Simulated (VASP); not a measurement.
Method: PBEsol GGA, VASP's PBE PAW potentials (set 64) (plane waves; VASP).

A VASP calculation is set up with these files.

KPOINTS:
```
Automatic mesh
0
Gamma
16 16 16
0 0 0
```

**INCAR**
```
SYSTEM = Pd
LREAL = .FALSE.   ! projection in real space or not
ISIF = 2
LASPH = .TRUE.   ! aspherical one-centre terms
ENCUT = 520   ! plane-wave cut-off (eV)
LWAVE = .FALSE.
SIGMA = 0.1
NELM = 100   ! most electronic steps
ALGO = Normal   ! blocked Davidson
LMAXMIX = 4
EDIFF = 1E-7
ISMEAR = 1
LCHARG = .FALSE.
PREC = Accurate
GGA = PS
```

**POSCAR**
```
Pd
1
    0.0000000000     1.9173173240     1.9173173240
    1.9173173240     0.0000000000     1.9173173240
    1.9173173240     1.9173173240     0.0000000000
Pd
1
Direct
  0.0000000000   0.0000000000   0.0000000000
```

POTCAR, in this order: Pd (PBE.64 set). Program: vasp_std.

What VASP printed:

OUTCAR:
```
 ion  position               nearest neighbor table
   1  0.000  0.000  0.000-
  LATTYP: Found a face centered cubic cell.
 ALAT       =     3.8346346480
 Subroutine PRICEL returns:
 Original cell was already a primitive cell.
 Subroutine GETGRP returns: Found 48 space group operations
The static configuration has the point symmetry O_h .
The dynamic configuration has the point symmetry O_h .
 Subroutine INISYM returns: Found 48 space group operations
 Subroutine IBZKPT returns following result:
 Found    145 irreducible k-points:

 Following reciprocal coordinates:
            Coordinates               Weight
  0.000000  0.000000  0.000000      1.000000
  0.062500  0.000000  0.000000      8.000000
  0.125000  0.000000  0.000000      8.000000
  0.187500  0.000000  0.000000      8.000000
  0.250000  0.000000  0.000000      8.000000
  0.312500  0.000000  0.000000      8.000000
  0.375000  0.000000  0.000000      8.000000
  0.437500  0.000000  0.000000      8.000000
  0.500000  0.000000  0.000000      4.000000
  0.062500  0.062500  0.000000      6.000000
  0.125000  0.062500  0.000000     24.000000
  0.187500  0.062500  0.000000     24.000000
  0.250000  0.062500  0.000000     24.000000
  0.312500  0.062500  0.000000     24.000000
  0.375000  0.062500  0.000000     24.000000
  0.437500  0.062500  0.000000     24.000000
  0.500000  0.062500  0.000000     24.000000
 -0.437500  0.062500  0.000000     24.000000
 -0.375000  0.062500  0.000000     24.000000
 -0.312500  0.062500  0.000000     24.000000
 -0.250000  0.062500  0.000000     24.000000
 -0.187500  0.062500  0.000000     24.000000
 -0.125000  0.062500  0.000000     24.000000
 -0.062500  0.062500  0.000000     12.000000
  0.125000  0.125000  0.000000      6.000000
  0.187500  0.125000  0.000000     24.000000
  0.250000  0.125000  0.000000     24.000000
  0.312500  0.125000  0.000000     24.000000
  0.375000  0.125000  0.000000     24.000000
  0.437500  0.125000  0.000000     24.000000
  0.500000  0.125000  0.000000     24.000000
 -0.437500  0.125000  0.000000     24.000000
 -0.375000  0.125000  0.000000     24.000000
 -0.312500  0.125000  0.000000     24.000000
 -0.250000  0.125000  0.000000     24.000000
 -0.187500  0.125000  0.000000     24.000000
 -0.125000  0.125000  0.000000     12.000000
  0.187500  0.187500  0.000000      6.000000
  0.250000  0.187500  0.000000     24.000000
  0.312500  0.187500  0.000000     24.000000
   k-points           NKPTS =    145   k-points in BZ     NKDIM =    145   number of bands    NBANDS=      9
   number of dos      NEDOS =    301   number of ions     NIONS =      1
   total plane-waves  NPLWV =   8000
   dimension x,y,z NGX =    20 NGY =   20 NGZ =   20
   dimension x,y,z NGXF=    40 NGYF=   40 NGZF=   40
   ions per type =               1
   PREC   = accura    normal or accurate (medium, high low for compatibility)
   ISTART =      0    job   : 0-new  1-cont  2-samecut
   ICHARG =      2    charge: 1-file 2-atom 10-const
   ISPIN  =      1    spin polarized calculation?
   LNONCOLLINEAR =      F non collinear calculations
   LSORBIT =      F    spin-orbit coupling
   INIWAV =      1    electr: 0-lowe 1-rand  2-diag
   ENCUT  =  520.0 eV  38.22 Ry    6.18 a.u.   5.04  5.04  5.04*2*pi/ulx,y,z
   NELM   =    100;   NELMIN=  2; NELMDL= -5     # of ELM steps
   EDIFF  = 0.1E-06   stopping-criterion for ELM
   LREAL  =      F    real-space projection
   NLSPLINE    = F    spline interpolate recip. space projectors
   LMAXMIX     =    4 max onsite mixed and CHGCAR
   VOSKOWN=      0    Vosko Wilk Nusair interpolation
...
```

**OSZICAR**
```
       N       E                     dE             d eps       ncg     rms          rms(c)
DAV:   1     0.394065973546E+02    0.39407E+02   -0.53892E+03  2650   0.105E+03
DAV:   2    -0.596784317898E+01   -0.45374E+02   -0.44252E+02  2797   0.196E+02
DAV:   3    -0.633879591359E+01   -0.37095E+00   -0.36943E+00  3014   0.211E+01
DAV:   4    -0.634072818644E+01   -0.19323E-02   -0.19317E-02  3078   0.141E+00
DAV:   5    -0.634074873938E+01   -0.20553E-04   -0.20554E-04  3108   0.121E-01    0.946E+00
DAV:   6    -0.597162617599E+01    0.36912E+00   -0.16211E+00  2669   0.122E+01    0.429E+00
DAV:   7    -0.595588931280E+01    0.15737E-01   -0.14473E-02  2976   0.108E+00    0.221E+00
DAV:   8    -0.595045848681E+01    0.54308E-02   -0.14825E-03  2838   0.345E-01    0.836E-02
DAV:   9    -0.595045918250E+01   -0.69569E-06   -0.10087E-05  3671   0.356E-02    0.144E-02
DAV:  10    -0.595046330834E+01   -0.41258E-05   -0.15280E-06  2974   0.112E-02    0.259E-03
DAV:  11    -0.595046322801E+01    0.80331E-07   -0.25086E-08  1936   0.142E-03
   1 F= -.59504632E+01 E0= -.59505091E+01  d E =0.137573E-03
```

**OUTCAR**
```
------------------------ aborting loop because EDIFF is reached ----------------------------------------
  FORCE on cell =-STRESS in cart. coord.  units (eV):
  Direction    XX          YY          ZZ          XY          YZ          ZX
  --------------------------------------------------------------------------------------
  Total        0.5940394      0.5940394      0.5940394      0.0000000      0.0000000      0.0000000
  in kB       67.5171058     67.5171058     67.5171058      0.0000000      0.0000000      0.0000000
  external PRESSURE =      67.5171058 kB  Pullay stress =       0.0000000 kB
  volume of cell :       14.10
      direct lattice vectors                 reciprocal lattice vectors
     0.000000000  1.917317324  1.917317324    -0.260781037  0.260781037  0.260781037
     1.917317324  0.000000000  1.917317324     0.260781037 -0.260781037  0.260781037
     1.917317324  1.917317324  0.000000000     0.260781037  0.260781037 -0.260781037
 POSITION                                       TOTAL-FORCE (eV/Angst)
 -----------------------------------------------------------------------------------
      0.00000      0.00000      0.00000         0.000000     -0.000000      0.000000
 -----------------------------------------------------------------------------------
    total drift:                                0.000000      0.000000      0.000000
  FREE ENERGIE OF THE ION-ELECTRON SYSTEM (eV)
  ---------------------------------------------------
  free  energy   TOTEN  =        -5.9504632280 eV

  energy  without entropy=       -5.9506008008  energy(sigma->0) =       -5.95050909
```
(Selected blocks of OUTCAR.)

The compound is Pd in the fcc structure. This cell is one point of a volume scan, at 0.97 of the reference volume.
